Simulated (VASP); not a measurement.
All values below come from optB88-vdW, VASP's PBE PAW potentials (set 64) (plane waves; VASP).

VASP input:

**INCAR**
```
SYSTEM  =  BAs
PREC  =  Accurate; ENCUT  =  520; LREAL  =  F
LASPH  =  T
EDIFF  =  1E-7; NELM  =  100; ALGO  =  Normal
LMAXMIX  =  4
ISMEAR  =  0; SIGMA  =  0.05
GGA  =  BO; LUSE_VDW  =  T; AGGAC  =  0.0
PARAM1  =  0.1833333333; PARAM2  =  0.22
ISIF  =  2
LWAVE  =  F; LCHARG  =  F
```

POSCAR:
```
BAs
1
    0.0000000000     2.3881474785     2.3881474785
    2.3881474785     0.0000000000     2.3881474785
    2.3881474785     2.3881474785     0.0000000000
B As
1 1
Direct
  0.0000000000   0.0000000000   0.0000000000
  0.2500000000   0.2500000000   0.2500000000
```

**KPOINTS**
```
Automatic mesh
0
Gamma
9 9 9
0 0 0
```

POTCAR, in this order: B As (PBE.64 set). Program: vasp_std.

What VASP printed:

File OSZICAR:
```
       N       E                     dE             d eps       ncg     rms          rms(c)
DAV:   1     0.163496547393E+02    0.16350E+02   -0.39772E+03   560   0.885E+02
DAV:   2    -0.940956756629E+01   -0.25759E+02   -0.25390E+02   864   0.108E+02
DAV:   3    -0.974019485652E+01   -0.33063E+00   -0.33063E+00   640   0.171E+01
DAV:   4    -0.974061841669E+01   -0.42356E-03   -0.42356E-03   848   0.670E-01
DAV:   5    -0.974061852109E+01   -0.10440E-06   -0.10440E-06   632   0.884E-03    0.481E+00
DAV:   6    -0.915073611199E+01    0.58988E+00   -0.18998E+00   592   0.715E+00    0.234E+00
DAV:   7    -0.908373823449E+01    0.66998E-01   -0.21749E-01   784   0.288E+00    0.942E-01
DAV:   8    -0.907588988816E+01    0.78483E-02   -0.32056E-02   704   0.124E+00    0.125E-01
DAV:   9    -0.907614718466E+01   -0.25730E-03   -0.49431E-04   688   0.198E-01    0.818E-02
DAV:  10    -0.907627523322E+01   -0.12805E-03   -0.24494E-04   560   0.134E-01    0.188E-02
DAV:  11    -0.907627997156E+01   -0.47383E-05   -0.51448E-06   824   0.244E-02    0.173E-02
DAV:  12    -0.907627920720E+01    0.76436E-06   -0.24593E-06   560   0.955E-03    0.186E-03
DAV:  13    -0.907627921529E+01   -0.80907E-08   -0.85393E-08   328   0.258E-03
   1 F= -.90762792E+01 E0= -.90762792E+01  d E =-.119239E-12
```

File OUTCAR:
```
------------------------ aborting loop because EDIFF is reached ----------------------------------------
  FORCE on cell =-STRESS in cart. coord.  units (eV):
  Direction    XX          YY          ZZ          XY          YZ          ZX
  --------------------------------------------------------------------------------------
  Total        0.7173521      0.7173521      0.7173521      0.0000000      0.0000000      0.0000000
  in kB       42.1919441     42.1919441     42.1919441      0.0000000      0.0000000      0.0000000
  external PRESSURE =      42.1919441 kB  Pullay stress =       0.0000000 kB
  volume of cell :       27.24
      direct lattice vectors                 reciprocal lattice vectors
     0.000000000  2.388147479  2.388147479    -0.209367304  0.209367304  0.209367304
     2.388147479  0.000000000  2.388147479     0.209367304 -0.209367304  0.209367304
     2.388147479  2.388147479  0.000000000     0.209367304  0.209367304 -0.209367304
  FREE ENERGIE OF THE ION-ELECTRON SYSTEM (eV)
  ---------------------------------------------------
  free  energy   TOTEN  =        -9.0762792153 eV

  energy  without entropy=       -9.0762792153  energy(sigma->0) =       -9.07627922
```
(Selected blocks of OUTCAR.)

The compound is BAs in the zinc blende structure. This cell is one point of a volume scan, at 0.97 of the reference volume.
